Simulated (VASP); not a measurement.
OSZICAR of a VASP run on Y (hcp):

OSZICAR:
```
       N       E                     dE             d eps       ncg     rms          rms(c)
DAV:   1     0.831234230505E+02    0.83123E+02   -0.11162E+04  2280   0.131E+03
DAV:   2    -0.681651825209E+01   -0.89940E+02   -0.89146E+02  2862   0.276E+02
DAV:   3    -0.139494969134E+02   -0.71330E+01   -0.70653E+01  4278   0.469E+01
DAV:   4    -0.140818719816E+02   -0.13238E+00   -0.13234E+00  2562   0.724E+00
DAV:   5    -0.140854357592E+02   -0.35638E-02   -0.35635E-02  3260   0.881E-01    0.340E+01
DAV:   6    -0.137175083459E+02    0.36793E+00   -0.46297E-01  2280   0.487E+00    0.211E+01
DAV:   7    -0.136524596570E+02    0.65049E-01   -0.90547E-01  2960   0.620E+00    0.185E+00
DAV:   8    -0.136401656455E+02    0.12294E-01   -0.17228E-01  2742   0.276E+00    0.998E-01
DAV:   9    -0.136394904784E+02    0.67517E-03   -0.49240E-03  3067   0.501E-01    0.416E-01
DAV:  10    -0.136395925718E+02   -0.10209E-03   -0.16493E-03  2471   0.421E-01    0.253E-01
DAV:  11    -0.136395597679E+02    0.32804E-04   -0.10543E-04  3207   0.101E-01    0.240E-02
DAV:  12    -0.136395562945E+02    0.34733E-05   -0.21475E-05  2539   0.462E-02    0.303E-02
DAV:  13    -0.136395575199E+02   -0.12254E-05   -0.70112E-06  2434   0.284E-02    0.216E-03
DAV:  14    -0.136395576835E+02   -0.16357E-06   -0.27559E-07  2906   0.339E-03    0.142E-03
DAV:  15    -0.136395575742E+02    0.10930E-06   -0.32453E-08  1406   0.191E-03    0.884E-04
DAV:  16    -0.136395576175E+02   -0.43346E-07   -0.46336E-09  1294   0.581E-04
   1 F= -.13639558E+02 E0= -.13640106E+02  d E =-.136396E+02
```

Q: Which electronic solver shows in the log?

A: It is blocked Davidson (ALGO = Normal, or the opening steps of other solvers). The INCAR had ALGO = Normal.

Q: Can the final energy be trusted as converged?

A: The calculation finished and met its thresholds. It stopped with EDIFF = 1E-7, NELM = 100, NSW = 30 and EDIFFG = -0.01 after 1 ionic step (PBEsol GGA, plane waves, VASP's PBE PAW potentials (set 64)).

The compound is Y in the hcp structure. This cell was strained or had an atom moved on purpose.
